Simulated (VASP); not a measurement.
VASP runs on GaP (zinc blende) share one base input (PBE GGA, plane waves, VASP's PBE PAW potentials (set 64)) and change the settings named in each case.

**POSCAR**
```
GaP
2.7250
  0.0000000000   1.0000000000   1.0000000000
  1.0000000000   0.0000000000   1.0000000000
  1.0000000000   1.0000000000   0.0000000000
Ga P
1 1
Cart
  0.0000000000   0.0000000000   0.0000000000
  0.5000000000   0.5000000000   0.5000000000
```

### INCAR
```
NELM = 100
ISMEAR = 0
LWAVE = .FALSE.
ISIF = 2   # forces and stress, cell fixed
SIGMA = 0.05   # width (eV)
ALGO = Normal   # blocked Davidson
EDIFF = 1E-6   # SCF stop (eV)
GGA = PE
LCHARG = .FALSE.
LMAXMIX = 4   # l cut-off of mixed one-centre charges
PREC = Accurate
ENCUT = 400   # plane-wave cut-off (eV)
SYSTEM = GaP
LREAL = .FALSE.   # projection in real space or not
LASPH = .TRUE.   # aspherical one-centre terms
```

### KPOINTS
```
K-points
0
gamma
 8 8 8
0 0 0
```

POTCAR, in this order: Ga_d P (PBE.64 set). Program: vasp_std.

```json
[
 {"change": "base run", "E(σ→0) (eV/atom)": "-4.5574", "irreducible k-points": "29"},
 {"change": "KGAMMA = .FALSE., KSPACING = 0.6, KPOINTS file removed", "E(σ→0) (eV/atom)": "-4.5576", "irreducible k-points": "10"},
 {"change": "KGAMMA = .FALSE., KSPACING = 0.5, KPOINTS file removed", "E(σ→0) (eV/atom)": "-4.5576", "irreducible k-points": "10"},
 {"change": "KGAMMA = .TRUE., KSPACING = 0.4, KPOINTS file removed", "E(σ→0) (eV/atom)": "-4.5357", "irreducible k-points": "10"},
 {"change": "KGAMMA = .TRUE., KSPACING = 0.16, KPOINTS file removed", "E(σ→0) (eV/atom)": "-4.5586", "irreducible k-points": "84"},
 {"change": "KGAMMA = .TRUE., KSPACING = 0.35, KPOINTS file removed", "E(σ→0) (eV/atom)": "?", "irreducible k-points": "16"}
]
```

Q: Fill in the missing entries.

A: 
- KGAMMA = .TRUE., KSPACING = 0.35, KPOINTS file removed, E(σ→0) (eV/atom): -4.5506

Left out are runs that ran out of time, are held back, or changed the cell or the kind of run, fixed moments of cells without a moment, rows past the twelfth, gaps on odd meshes, pressures of charged cells and columns that move by less than the noise.

The compound is GaP in the zinc blende structure. The cell was not relaxed at this level.
